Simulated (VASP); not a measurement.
Runs of VASP 6.6.1 on PtS2. The structure is trigonal, space group P-3m1 (No. 164). The conventional cell has a = 3.549 Å, b = 3.549 Å, c = 5.597 Å, α = 90.00°, β = 90.00°, γ = 120.00°. Pt (site symmetry -3m) has 6 S at 2.39 Å as nearest neighbours. S (site symmetry 3m) has 3 Pt at 2.39 Å as nearest neighbours. The cell is a database's computed one.

```tsv
task	level	potentials or basis	cell	k mesh	cutoff (eV)	mesh quality	gap on the mesh (eV)	pressure (GPa)	relaxed volume (Å³/atom)
relaxation of cell and atoms	LDA	VASP PAW LDA potentials, release 64 (Pt, S)	relaxed	9 × 9 × 6	600	not flagged	none	0.0	16.64
single point	PBEsol	VASP PAW PBE potentials, release 64 (Pt, S)	as given	9 × 9 × 6	520	not flagged	1.16	(a)	-
relaxation of cell and atoms	PBEsol	VASP PAW PBE potentials, release 64 (Pt, S)	relaxed	9 × 9 × 6	580	not flagged	0.37	0.0	(c)
relaxation of cell and atoms	PBE	VASP PAW PBE potentials, release 64 (Pt, S)	relaxed	9 × 9 × 6	600	not flagged	(d)	0.0	23.25
relaxation of cell and atoms	PBEsol	VASP PAW PBE potentials, release 64 (Pt, S)	relaxed	3 × 3 × 2	600	coarse	0.94	0.0	18.66
relaxation of cell and atoms	RPBE	VASP PAW PBE potentials, release 64 (Pt, S)	relaxed	9 × 9 × 6	600	not flagged	(b)	0.0	26.89
relaxation of cell and atoms	PBEsol	VASP PAW PBE potentials, release 64 (Pt, S)	relaxed	9 × 9 × 6	600	not flagged	0.36	0.0	17.64
relaxation of cell and atoms	PBEsol	VASP PAW PBE potentials, release 64 (Pt, S)	relaxed	9 × 9 × 6	300	not flagged	0.30	0.0	17.48
```

Alike in all rows: no spin polarisation; smearing gaussian 0.02 eV.

Q: Estimate the missing entries.

A: (a) -2.4; (b) 1.71; (c) 17.66; (d) 1.51.

Caveats: some runs use coarse meshes; spin-orbit coupling is left out, which moves the levels of the heavy elements (some runs); an odd mesh through Γ misses points on the zone boundary, where band edges often lie (some runs); the PAW data sets were made with another functional, which shifts forces and pressure a little (some runs); this functional lacks dispersion, which binds the layers, so the pressure and a relaxed spacing across them are unreliable (some runs); the volume moved by over 15 % at a fixed basis, so the end points are rough (some runs); this functional lacks dispersion, which binds the layers, so the pressure and a relaxed spacing across them are unreliable, and here the layers came unbound (some runs); the cutoff is under 1.25 times the usual one of these potentials, so pressure, stress and relaxed cells hold a basis-set (Pulay) error (some runs).

A k mesh can miss the band edges, and the runs leave out spin-orbit coupling on Pt.

A gap of «none» marks a metal or a gap under the smearing width.
